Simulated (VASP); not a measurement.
# Al2Pt: formation energy of a vacancy on the Al site, part 4 of 4

Wanted: what a vacancy on the Al site costs in Al2Pt and how the lattice relaxes round it. The start is a cell from a database of measured crystal structures.

VASP 6.6.1, plane waves and PAW; the level of theory is named at each step.

So far. Step 5 (Reference Pt): The run ended after 3 ionic steps, 0.000 eV below its first step, once forces and stress met EDIFFG = -0.02. Step 5 (Reference Pt): Energy at zero smearing: -6.97150 eV.

The database entry behind the starting cell differs from later determinations by our own check (0.1 to 0.3 % short, probably kX units), so it need not match the best structure at ambient conditions.

**6. Relaxing the defect**

This step: PBEsol; plane waves and PAW (Pt, Al) (VASP 6.6.1).

System of this step: Al15Pt8. The cell holds 23 atoms: 8 Pt and 15 Al. Cell: a = 8.334 Å, b = 8.334 Å, c = 8.334 Å, α = 60.0°, β = 60.0°, γ = 60.0°. It derives from Al2Pt. Nearest the centre at fractional (0.375, 0.375, 0.375): Pt4 at 2.55 Å, Pt6 at 2.55 Å, Pt7 at 2.55 Å, Pt8 at 2.55 Å, Al18 at 2.95 Å, Al20 at 2.95 Å, Al17 at 2.95 Å, Al19 at 2.95 Å.

The host is treated as a metal, since its gap is under 0.3 eV or closed. The run keeps 24 symmetry operations, which cuts the number of k-points but bars distortions that break them. The atoms relax at the host's fixed cell.

Contents of INCAR:

```
SYSTEM = Al15Pt8
PREC = Normal
ENCUT = 300
EDIFF = 1E-05
NELM = 120
ISMEAR = 1
SIGMA = 0.2
LREAL = Auto
ALGO = Fast
GGA = PS
NBANDS = 85
LASPH = .TRUE.
LORBIT = 11
LWAVE = .FALSE.
LCHARG = .TRUE.
KPAR = 4
IBRION = 2
NSW = 50
ISIF = 2
EDIFFG = -0.03
POTIM = 0.4
MAXMIX = 40
ISYM = 2
```

Contents of POSCAR:

```
Al15Pt8
1.0
    0.0000000000      5.8933561788      5.8933561788
    5.8933561788      0.0000000000      5.8933561788
    5.8933561788      5.8933561788      0.0000000000
Pt Al
8 15
Direct
    0.0000000000      0.0000000000      0.0000000000
    0.0000000000      0.0000000000      0.5000000000
    0.0000000000      0.5000000000      0.0000000000
    0.0000000000      0.5000000000      0.5000000000
    0.5000000000      0.0000000000      0.0000000000
    0.5000000000      0.0000000000      0.5000000000
    0.5000000000      0.5000000000      0.0000000000
    0.5000000000      0.5000000000      0.5000000000
    0.3750000000      0.3750000000      0.8750000000
    0.3750000000      0.8750000000      0.3750000000
    0.3750000000      0.8750000000      0.8750000000
    0.8750000000      0.3750000000      0.3750000000
    0.8750000000      0.3750000000      0.8750000000
    0.8750000000      0.8750000000      0.3750000000
    0.8750000000      0.8750000000      0.8750000000
    0.1250000000      0.1250000000      0.1250000000
    0.1250000000      0.1250000000      0.6250000000
    0.1250000000      0.6250000000      0.1250000000
    0.1250000000      0.6250000000      0.6250000000
    0.6250000000      0.1250000000      0.1250000000
    0.6250000000      0.1250000000      0.6250000000
    0.6250000000      0.6250000000      0.1250000000
    0.6250000000      0.6250000000      0.6250000000
```

Contents of KPOINTS:

```
Automatic mesh
0
Gamma
4 4 4
0 0 0
```

The projector-augmented-wave data sets are Pt and Al (PBE family, release 64).

Command:

```sh
$ mpirun -np 4 vasp_std
```

Log:

```text
[banner, memory and clock lines left out]
running    4 mpi-ranks, on    1 nodes
 distrk:  each k-point on    1 cores,    4 groups
 distr:  one band on    1 cores,    1 groups

 POSCAR found type information on POSCAR PtAl
 POSCAR found :  2 types and      23 ions
 [... a notice as in an earlier step ...]

 LDA part: xc-table for (Slater+PW92), standard interpolation
 POSCAR, INCAR and KPOINTS ok, starting setup
 FFT: planning ... GRIDC
 FFT: planning ... GRID_SOFT
 FFT: planning ... GRID
 WAVECAR not read
 entering main loop
       N       E                     dE             d eps       ncg     rms          rms(c)
DAV:   1     0.329650503009E+03    0.32965E+03   -0.37445E+04  1360   0.809E+02
DAV:   2    -0.119141747771E+03   -0.44879E+03   -0.41640E+03  1600   0.181E+02
DAV:   3    -0.140368376756E+03   -0.21227E+02   -0.20751E+02  1632   0.365E+01
DAV:   4    -0.140686723110E+03   -0.31835E+00   -0.31729E+00  1576   0.502E+00
DAV:   5    -0.140693143614E+03   -0.64205E-02   -0.64171E-02  1579   0.728E-01    0.241E+01
RMM:   6    -0.136384590983E+03    0.43086E+01   -0.23610E+01  1360   0.136E+01    0.616E+00
RMM:   7    -0.135749149084E+03    0.63544E+00   -0.17267E+00  1360   0.367E+00    0.407E+00
RMM:   8    -0.135532408083E+03    0.21674E+00   -0.35508E-01  1360   0.155E+00    0.113E+00
RMM:   9    -0.135519545714E+03    0.12862E-01   -0.76095E-02  1378   0.800E-01    0.586E-01
RMM:  10    -0.135519695650E+03   -0.14994E-03   -0.17876E-02  1378   0.349E-01    0.377E-01
RMM:  11    -0.135519816777E+03   -0.12113E-03   -0.40058E-03  1360   0.179E-01    0.115E-01
RMM:  12    -0.135519801039E+03    0.15738E-04   -0.12859E-03  1381   0.991E-02    0.377E-02
RMM:  13    -0.135519812138E+03   -0.11099E-04   -0.25487E-04  1386   0.418E-02    0.257E-02
RMM:  14    -0.135519816579E+03   -0.44415E-05   -0.81352E-05  1240   0.230E-02
   1 F= -.13551982E+03 E0= -.13552099E+03  d E =-.135520E+03
 curvature:   0.00 expect dE= 0.000E+00 dE for cont linesearch  0.000E+00
 trial: gam= 0.00000 g(F)=  0.261E-01 g(S)=  0.000E+00 ort = 0.000E+00 (trialstep = 0.100E+01)
 search vector abs. value=  0.261E-01
 bond charge predicted
       N       E                     dE             d eps       ncg     rms          rms(c)
DAV:   1    -0.135540124938E+03   -0.20313E-01   -0.36532E+00  1440   0.468E+00    0.167E-01
RMM:   2    -0.135542864354E+03   -0.27394E-02   -0.35613E-02  1360   0.686E-01    0.106E-01
RMM:   3    -0.135543132528E+03   -0.26817E-03   -0.54339E-03  1367   0.263E-01    0.927E-02
RMM:   4    -0.135543041309E+03    0.91219E-04   -0.10463E-03  1381   0.107E-01    0.578E-02
RMM:   5    -0.135543040647E+03    0.66242E-06   -0.24263E-04  1389   0.526E-02    0.260E-02
RMM:   6    -0.135543044163E+03   -0.35158E-05   -0.95448E-05  1305   0.264E-02
   2 F= -.13554304E+03 E0= -.13554464E+03  d E =-.232276E-01
[... from here on, the cycles between the ionic steps are left out ...]
   3 F= -.13556711E+03 E0= -.13556937E+03  d E =-.472907E-01
   4 F= -.13556901E+03 E0= -.13557142E+03  d E =-.491940E-01
   5 F= -.13556919E+03 E0= -.13557163E+03  d E =-.493739E-01
   6 F= -.13557226E+03 E0= -.13557460E+03  d E =-.307436E-02
   7 F= -.13557439E+03 E0= -.13557664E+03  d E =-.520330E-02
   8 F= -.13557387E+03 E0= -.13557594E+03  d E =-.468201E-02
   9 F= -.13557420E+03 E0= -.13557635E+03  d E =-.500730E-02
  10 F= -.13557422E+03 E0= -.13557634E+03  d E =-.502807E-02
  11 F= -.13557422E+03 E0= -.13557636E+03  d E =-.503274E-02
 curvature:  -1.09 expect dE=-0.693E-03 dE for cont linesearch -0.651E-06
 trial: gam= 0.25953 g(F)=  0.635E-03 g(S)=  0.000E+00 ort = 0.410E-04 (trialstep = 0.209E+01)
 search vector abs. value=  0.846E-03
 bond charge predicted
       N       E                     dE             d eps       ncg     rms          rms(c)
DAV:   1    -0.135575109317E+03   -0.88660E-03   -0.89626E-02  1370   0.804E-01    0.762E-02
RMM:   2    -0.135575671140E+03   -0.56182E-03   -0.34540E-03  1360   0.173E-01    0.130E-01
RMM:   3    -0.135575473602E+03    0.19754E-03   -0.49430E-04  1361   0.753E-02    0.121E-01
RMM:   4    -0.135575198325E+03    0.27528E-03   -0.30040E-04  1360   0.488E-02    0.663E-02
RMM:   5    -0.135575135371E+03    0.62954E-04   -0.20476E-04  1348   0.403E-02    0.343E-02
RMM:   6    -0.135575127091E+03    0.82799E-05   -0.57695E-05  1164   0.232E-02
  12 F= -.13557513E+03 E0= -.13557689E+03  d E =-.903861E-03
 trial-energy change:   -0.000904  1 .order   -0.000934   -0.001350   -0.000519
 step:   3.3959(harm=  3.3959)  dis= 0.00746  next Energy=  -135.575319 (dE=-0.110E-02)
 reached required accuracy - stopping structural energy minimisation
```

It took 1.7 min on 4 MPI ranks of Intel Xeon Platinum 8488C (Sapphire Rapids), shared host; peak memory 1.1 GiB; 6.7 min of CPU time.

From OUTCAR (step 6):

```text
   k-points           NKPTS =      8   k-points in BZ     NKDIM =      8   number of bands    NBANDS=     85

   NELECT =     125.0000    total number of electrons

 E-fermi :   7.4361

 k-point     1 :       0.0000    0.0000    0.0000
  band No.  band energies     occupation
    ...
     57       5.8063      2.00000
     58       5.8063      2.00000
     59       6.3675      2.00000
     60       6.3675      2.00000
     61       6.3675      2.00000
     62       8.4395     -0.00000
     63       8.4395     -0.00000
     64       8.4395     -0.00000
     65       8.6880     -0.00000
     66       8.6880     -0.00000
    ...

  Total       -3.6153731     -3.6153731     -3.6153731      0.0000000      0.0000000      0.0000000
  in kB      -14.1496483    -14.1496483    -14.1496483      0.0000000      0.0000000      0.0000000
  external PRESSURE =     -14.1496483 kB  Pullay stress =       0.0000000 kB

 POSITION                                       TOTAL-FORCE (eV/Angst)
 -----------------------------------------------------------------------------------
     11.78376     11.78376     11.78376         0.010432      0.010432      0.010432
      8.84299      8.84299     11.78376        -0.010432     -0.010432      0.010432
      8.84299     11.78376      8.84299        -0.010432      0.010432     -0.010432
      5.91968      8.81371      8.81371         0.015761     -0.015761     -0.015761
     11.78376      8.84299      8.84299         0.010432     -0.010432     -0.010432
      8.81371      5.91968      8.81371        -0.015761      0.015761     -0.015761
      8.81371      8.81371      5.91968        -0.015761     -0.015761      0.015761
      5.91968      5.91968      5.91968         0.015761      0.015761      0.015761
      7.36670      7.36670      4.38453         0.000000      0.000000      0.018259
      7.36670      4.38453      7.36670         0.000000      0.018259      0.000000
     10.34886      7.36670      7.36670        -0.018259      0.000000      0.000000
      4.38453      7.36670      7.36670         0.018259      0.000000      0.000000
      7.36670     10.34886      7.36670         0.000000     -0.018259      0.000000
      7.36670      7.36670     10.34886         0.000000      0.000000     -0.018259
     10.31337     10.31337     10.31337         0.000000      0.000000      0.000000
      1.47334      1.47334      1.47334         0.000000      0.000000      0.000000
      4.42002      4.42002      1.49823         0.000000      0.000000      0.007608
      4.42002      1.49823      4.42002         0.000000      0.007608      0.000000
      7.34181      4.42002      4.42002        -0.007608      0.000000      0.000000
      1.49823      4.42002      4.42002         0.007608      0.000000      0.000000
      4.42002      7.34181      4.42002         0.000000     -0.007608      0.000000
      4.42002      4.42002      7.34181         0.000000      0.000000     -0.007608
      7.36670      7.36670      7.36670         0.000000      0.000000      0.000000
 -----------------------------------------------------------------------------------
    total drift:                               -0.000009     -0.000009     -0.000009

  FREE ENERGIE OF THE ION-ELECTRON SYSTEM (eV)
  ---------------------------------------------------
  free  energy   TOTEN  =      -135.5751270911 eV

  energy  without entropy=     -135.5804095850  energy(sigma->0) =     -135.57688792

[... 6 parts as in an earlier step ...]

[... 11 further parts left out ...]
```

CONTCAR:

```
Al15Pt8
   1.00000000000000
     0.0000000000000000    5.8933561788000004    5.8933561788000004
     5.8933561788000004    0.0000000000000000    5.8933561788000004
     5.8933561788000004    5.8933561788000004    0.0000000000000000
  Pt              Al
     8    15
Direct
     0.9997493472542813    0.9997493472542813    0.9997493472542813
     0.9997493472542813    0.9997493472542813    0.5007519582371559
     0.9997493472542813    0.5007519582371559    0.9997493472542813
     0.9933006325631302    0.5022331224789567    0.5022331224789567
     0.5007519582371559    0.9997493472542813    0.9997493472542813
     0.5022331224789567    0.9933006325631302    0.5022331224789567
     0.5022331224789567    0.5022331224789567    0.9933006325631302
     0.5022331224789567    0.5022331224789567    0.5022331224789567
     0.3719888518899070    0.3719888518899070    0.8780111481100928
     0.3719888518899070    0.8780111481100928    0.3719888518899070
     0.3719888518899070    0.8780111481100928    0.8780111481100928
     0.8780111481100928    0.3719888518899070    0.3719888518899070
     0.8780111481100928    0.3719888518899070    0.8780111481100928
     0.8780111481100928    0.8780111481100928    0.3719888518899070
     0.8750000000000000    0.8750000000000000    0.8750000000000000
     0.1250000000000000    0.1250000000000000    0.1250000000000000
     0.1271115665550990    0.1271115665550990    0.6228884334449010
     0.1271115665550990    0.6228884334449010    0.1271115665550990
     0.1271115665550990    0.6228884334449010    0.6228884334449010
     0.6228884334449010    0.1271115665550990    0.1271115665550990
     0.6228884334449010    0.1271115665550990    0.6228884334449010
     0.6228884334449010    0.6228884334449010    0.1271115665550990
     0.6250000000000000    0.6250000000000000    0.6250000000000000
```

The run keeps the 24 symmetry operations of its start, so it cannot find a distortion of lower symmetry.

The steps of the relaxation:

| step | energy less that of the first step (eV) | largest force (eV/Å) |
| --- | --- | --- |
| 1 | 0.0000 | 0.3342 |
| 2 | -0.0232 | 0.2573 |
| 3 | -0.0473 | 0.0767 |
| 4 | -0.0492 | 0.0726 |
| 5 | -0.0494 | 0.0734 |
| 6 | -0.0524 | 0.0511 |
| 7 | -0.0546 | 0.0422 |
| 8 | -0.0541 | 0.0499 |
| 9 | -0.0544 | 0.0407 |
| 10 | -0.0544 | 0.0428 |
| 11 | -0.0544 | 0.0366 |
| 12 | -0.0553 | 0.0273 |

The atoms that moved most (Å):

| atom | dx | dy | dz | length |
| --- | --- | --- | --- | --- |
| Pt7 | -0.026 | -0.026 | 0.026 | 0.046 |
| Pt6 | -0.026 | 0.026 | -0.026 | 0.046 |
| Pt4 | 0.026 | -0.026 | -0.026 | 0.046 |
| Pt8 | 0.026 | 0.026 | 0.026 | 0.046 |
| Al10 | 0.000 | -0.035 | 0.000 | 0.035 |
| Al12 | -0.035 | 0.000 | 0.000 | 0.035 |
| Al9 | 0.000 | 0.000 | -0.035 | 0.035 |
| Al11 | 0.035 | 0.000 | 0.000 | 0.035 |

The relaxed structure:

```cif
data_structure
_symmetry_space_group_name_H-M 'P 1'
_symmetry_Int_Tables_number 1
_cell_length_a 8.3345
_cell_length_b 8.3345
_cell_length_c 8.3345
_cell_angle_alpha 60.000
_cell_angle_beta 60.000
_cell_angle_gamma 60.000
_cell_volume 409.37
loop_
_atom_site_label
_atom_site_type_symbol
_atom_site_fract_x
_atom_site_fract_y
_atom_site_fract_z
_atom_site_occupancy
Pt1 Pt 0.99975 0.99975 0.99975 1
Pt2 Pt 0.99975 0.99975 0.50075 1
Pt3 Pt 0.99975 0.50075 0.99975 1
Pt4 Pt 0.99330 0.50223 0.50223 1
Pt5 Pt 0.50075 0.99975 0.99975 1
Pt6 Pt 0.50223 0.99330 0.50223 1
Pt7 Pt 0.50223 0.50223 0.99330 1
Pt8 Pt 0.50223 0.50223 0.50223 1
Al9 Al 0.37199 0.37199 0.87801 1
Al10 Al 0.37199 0.87801 0.37199 1
Al11 Al 0.37199 0.87801 0.87801 1
Al12 Al 0.87801 0.37199 0.37199 1
Al13 Al 0.87801 0.37199 0.87801 1
Al14 Al 0.87801 0.87801 0.37199 1
Al15 Al 0.87500 0.87500 0.87500 1
Al16 Al 0.12500 0.12500 0.12500 1
Al17 Al 0.12711 0.12711 0.62289 1
Al18 Al 0.12711 0.62289 0.12711 1
Al19 Al 0.12711 0.62289 0.62289 1
Al20 Al 0.62289 0.12711 0.12711 1
Al21 Al 0.62289 0.12711 0.62289 1
Al22 Al 0.62289 0.62289 0.12711 1
Al23 Al 0.62500 0.62500 0.62500 1
```

This step gave:

```yaml
electronic_cycles: 88
electrons: 125
free_energy_toten: -135.5751 eV
energy_at_zero_smearing: -135.5769 eV
fermi_energy: 7.436 eV
```

Valence density in the ac plane at fractional y = 0.375, through the centre, with atoms of Al within 0.45 Å of it. It is the smooth field of the valence electrons, not physical close to the nuclei.

Ten even steps from '_' (0.0 e/Å³) to '@' (1.0 e/Å³), each cell a mean:
```
==****==--::......::::--++**++==--::......::--
::------::::..____..::::--------::::..____..::
::........::..______......::::........______..
................______..................____..
....________..............__________..........
....__________....::::::..____________....::::
::..____________..::::::::..__________....::--
--::..__________..::--==--::..________....--==
**++::..________..::==****==::..______..::--++
@@%%++::__________..==##@@##==::..____..::--**
@@@@##--..________..::**@@@@**--::........--++
**##**--..__________..--**##**==::::......::--
--====--..____________..::====--::::..__..::::
::::::....______________....::::::::..____..::
........____________________..........______..
....______________________________......____..
....________________________________..........
::..__________________________________..::::::
--::..____________........____________....::--
++--::..________....------::..________....--==
%%**==::..______..::==**##++::..______....--**
@@@@**--::........::==##@@%%++::..........--**
%%@@%%++--::......::--**@@@@**--::......::::==
```
Columns run along a (8.3 Å), rows up along c (8.3 Å). Atoms in or near the plane, at fractional coordinates: Al at (0.37, 0.88), Al at (0.88, 0.37), Al at (0.88, 0.88).

The run ended after 12 ionic steps, 0.055 eV below its first step, once the forces on the free atoms met EDIFFG = -0.03.

The 4 first neighbours (Pt) lie 2.55 Å from the site in the perfect crystal and 2.60 Å on average after the relaxation (+1.8 %).

**7. Formation energies**

This step: point defect, PBEsol; plane waves and PAW (VASP 6.6.1).

This step runs nothing: it gathers the runs above.

Numbers from this step:

```yaml
formation_energy_of_the_neutral_defect: 2.353 eV
host_formation_enthalpy: -0.8631 eV/atom
```

Formation energy:

| formation energy (eV) | largest move (Å) |
| --- | --- |
| 2.353 | 0.04559 |

E_f is E(defect cell) less E(perfect cell), corrected for the atoms exchanged with their references.

References, in eV an atom: Al -4.096 (crystal Fm-3m) and Pt -6.972 (crystal Fm-3m). They were run at the supercell's cutoff and functional, without U, and count both elements from their own phases.

**8. Outcome**

```
formation energy at charge 0 : 2.353 eV
host formation enthalpy      : -0.863 eV/atom
```

**Reading.** A vacancy on the Al site costs 2.35 eV, with every exchanged atom at the energy of its element. The 4 first neighbours (Pt) lie 2.55 Å from the site in the perfect crystal and 2.60 Å on average after the relaxation (+1.8 %). With metallic smearing the value can move by tenths of an eV with the k mesh. The supercell of 24 atoms is small, so interactions between images remain.

[Lines on the potential files, build, host, timing and source positions are cut from VASP's logs without a mark.]

[Logs are printed without paths, hosts, clocks, repeated set-up lines and the standing remarks that a program may print on its own settings, such as how far it seeks lower states.]

[Hosts, paths, dates, database ids (printed as entryN), source tags and the programs' standing remarks are cut or masked in the printed files.]

[In band tables of VASP the shares of atoms and orbitals are scaled to a sum of 1 inside the atoms' spheres.]

[Runs that stopped without an error message from VASP are left out.]
